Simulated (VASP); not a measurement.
CdSe (zinc blende): the bulk modulus from VASP (plane waves, PAW) at several levels of theory. Static lattice, third-order Birch-Murnaghan fit over five volumes.

```json
[
 {"level": "RPBE", "bulk modulus (GPa)": "39.0"},
 {"level": "AM05", "bulk modulus (GPa)": "49.1"},
 {"level": "PBE-D3(BJ)", "bulk modulus (GPa)": "50.1"},
 {"level": "PBE-D4", "bulk modulus (GPa)": "50.1"},
 {"level": "optB88-vdW", "bulk modulus (GPa)": "47.2"},
 {"level": "rev-vdW-DF2", "bulk modulus (GPa)": "47.9"},
 {"level": "revTPSS", "bulk modulus (GPa)": "47.5"},
 {"level": "r2SCAN+rVV10", "bulk modulus (GPa)": "53.9"}
]
```

The cell of the RPBE run:

```yaml
crystal:
  lattice:
    - [0.00000, 3.14767, 3.14767]
    - [3.14767, 0.00000, 3.14767]
    - [3.14767, 3.14767, 0.00000]
  atoms:
    - { symbol: Cd, position: [0.00000, 0.00000, 0.00000] }
    - { symbol: Se, position: [0.25000, 0.25000, 0.25000] }
```

Only levels that ran to the end are used. Left out are those held back, those with too coarse a band path, GW runs whose mesh misses a band edge, hybrids' fits of cells that aren't cubic and levels without matching references; a question may draw on a part of the rest.

The compound is CdSe in the zinc blende structure, whereas wurtzite is the usual form.
